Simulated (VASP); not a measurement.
# MnPt₂: intraband terms of a metal's spectrum

MnPt₂, P-3m1 (no. 164), 3 atoms in the cell. PBE, independent-particle dielectric function; PAW potentials Pt, Mn_pv (PBE set).

## Input

INCAR.step1:
```
PREC = Accurate ; ENCUT = 320
ISMEAR = 1 ; SIGMA = 0.1
EDIFF = 1E-7 ; LASPH = T
KPAR = 4 ; LWAVE = F
LCHARG = T ; ISPIN = 2
MAGMOM = 0 0 4 ; LMAXMIX = 4
```

INCAR.step2:
```
PREC = Accurate ; ENCUT = 320
ISMEAR = 0 ; SIGMA = 0.3
EDIFF = 1E-6 ; LASPH = T
KPAR = 4 ; LWAVE = T
LCHARG = F ; ISPIN = 2
MAGMOM = 0 0 4 ; LMAXMIX = 4
ICHARG = 11 ; NBANDS = 38
NEDOS = 3000 ; OMEGAMAX = 30
CSHIFT = 0.1
```

INCAR.step3, as INCAR.step2 but for:
```
- LWAVE = T
+ LWAVE = F
+ LOPTICS = T
+ ALGO = None
+ NELM = 1
+ ISTART = 1
```

INCAR.step4, as INCAR.step3 but for:
```
+ WPLASMAI = 0.03
```

INCAR.step5 to INCAR.step6 change the same tag again: WPLASMAI = 0.1, 0.3.

INCAR.step7, as INCAR.step6 but for:
```
- WPLASMAI = 0.3
+ RTIME = 20
```

INCAR.step8, as INCAR.step7 but for:
```
- RTIME = 20
+ RTIME = 40
```

INCAR.step9, as INCAR.step8 but for:
```
- RTIME = 40
+ LNABLA = T
```

INCAR.step10, as INCAR.step9 but for:
```
- ISMEAR = 0
- LNABLA = T
+ ISMEAR = -5
```

KPOINTS.step1:
```
k-points
0
Gamma
  11 11 4
```

KPOINTS.step2:
```
k-points
0
Gamma
  9 9 4
```

POSCAR:
```
MnPt2
1.0
    2.8584044518      0.0000000000      0.0000000000
   -1.4292022259      2.4754508696      0.0000000000
    0.0000000000      0.0000000000      6.5325040000
Pt Mn
2 1
Direct
    0.6666666667      0.3333333333      0.3162060000
    0.3333333333      0.6666666667      0.6837940000
    0.0000000000      0.0000000000      0.0000000000
```

Commands (each step's output is kept before the next begins):
```
cat potpaw_PBE.64/Pt/POTCAR potpaw_PBE.64/Mn_pv/POTCAR > POTCAR
cp INCAR.step1 INCAR
cp KPOINTS.step1 KPOINTS
mpirun -np 4 vasp_std > vasp.out
cp INCAR.step2 INCAR
cp KPOINTS.step2 KPOINTS
mpirun -np 4 vasp_std > vasp.out
cp INCAR.step3 INCAR
mpirun -np 4 vasp_std > vasp.out
cp INCAR.step4 INCAR
mpirun -np 4 vasp_std > vasp.out
cp INCAR.step5 INCAR
mpirun -np 4 vasp_std > vasp.out
cp INCAR.step6 INCAR
mpirun -np 4 vasp_std > vasp.out
cp INCAR.step7 INCAR
mpirun -np 4 vasp_std > vasp.out
cp INCAR.step8 INCAR
mpirun -np 4 vasp_std > vasp.out
cp INCAR.step9 INCAR
mpirun -np 4 vasp_std > vasp.out
cp INCAR.step10 INCAR
mpirun -np 4 vasp_std > vasp.out
```

## Result

- Bands: 38

One ground state, settings moved in the last step alone:

| Settings | Plasma frequency (eV) | Im ε at 0.5 eV | Im ε at 1 eV | Im ε at 2 eV | Im ε at 4 eV | Time (s) |
|---|---|---|---|---|---|---|
| interband part alone | 5.71 | 53.3 | 37.9 | 18.6 | 9.1 | 14 |
| Drude term, WPLASMAI 0.03 | 5.71 | 61.1 | 38.8 | 18.7 | 9.1 | 15 |
| Drude term, WPLASMAI 0.1 | 5.71 | 78.4 | 41.1 | 19.0 | 9.2 | 10 |
| Drude term, WPLASMAI 0.3 | 5.71 | 110.9 | 46.8 | 19.8 | 9.3 | 10 |
| relaxation time RTIME 20 fs | 5.71 | 61.9 | 38.9 | 18.7 | 9.1 | 12 |
| relaxation time RTIME 40 fs | 5.71 | 57.6 | 38.4 | 18.7 | 9.1 | 10 |
| transversal form (LNABLA) | 4.57 | 31.0 | 23.0 | 9.7 | 5.4 | 10 |
| tetrahedron method | – | – | – | – | – | no result |

Limits: Spin-orbit coupling is left out, which can matter with atoms this heavy.

VASP 6.6.1 took 137 s on 4 cores (Intel Xeon Platinum 8259CL @ 2.50GHz (Skylake/Cascade Lake)), a shared host.
